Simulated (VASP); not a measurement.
OSZICAR of a VASP run on CuZn (CsCl type):

File OSZICAR:
```
       N       E                     dE             d eps       ncg     rms          rms(c)
DAV:   1     0.105177472353E+03    0.10518E+03   -0.10180E+04  1880   0.203E+03
DAV:   2     0.178758927155E+00   -0.10500E+03   -0.10219E+03  1808   0.297E+02
DAV:   3    -0.258471213877E+01   -0.27635E+01   -0.27595E+01  2144   0.646E+01
DAV:   4    -0.260382726347E+01   -0.19115E-01   -0.19114E-01  2136   0.482E+00
DAV:   5    -0.260407164950E+01   -0.24439E-03   -0.24438E-03  2296   0.566E-01    0.845E+00
DAV:   6    -0.240685327461E+01    0.19722E+00   -0.90307E+00  1904   0.761E+01    0.392E+00
DAV:   7    -0.202981351385E+01    0.37704E+00   -0.20826E+00  1880   0.589E+01    0.267E+00
DAV:   8    -0.200508168264E+01    0.24732E-01   -0.60354E-02  2712   0.388E+00    0.108E+00
DAV:   9    -0.199771095551E+01    0.73707E-02   -0.98074E-03  2232   0.241E+00    0.382E-02
DAV:  10    -0.199773004660E+01   -0.19091E-04   -0.50461E-04  2728   0.398E-01    0.191E-02
DAV:  11    -0.199773218318E+01   -0.21366E-05   -0.12099E-05  2640   0.747E-02    0.811E-03
DAV:  12    -0.199773027869E+01    0.19045E-05   -0.84645E-07  1288   0.188E-02    0.147E-03
DAV:  13    -0.199773023367E+01    0.45020E-07   -0.18071E-07  1128   0.692E-03
   1 F= -.19977302E+01 E0= -.19972359E+01  d E =-.988715E-03
```

Task: Which electronic solver shows in the log?

Result: It is blocked Davidson (ALGO = Normal, or the opening steps of other solvers). The INCAR had ALGO = Normal.

Task: Can the final energy be trusted as converged?

Result: The calculation finished and met its thresholds. It stopped with EDIFF = 1E-6, NELM = 100 (PBE GGA, plane waves, VASP's PBE PAW potentials (set 64)). The cell is charged, with a uniform compensating background.

The compound is CuZn in the CsCl type structure. The cell was not relaxed at this level. The run is one of a series of settings (ISMEAR = 0, NELECT = 23.5, SIGMA = 0.05 against the base run), some of them coarse on purpose.
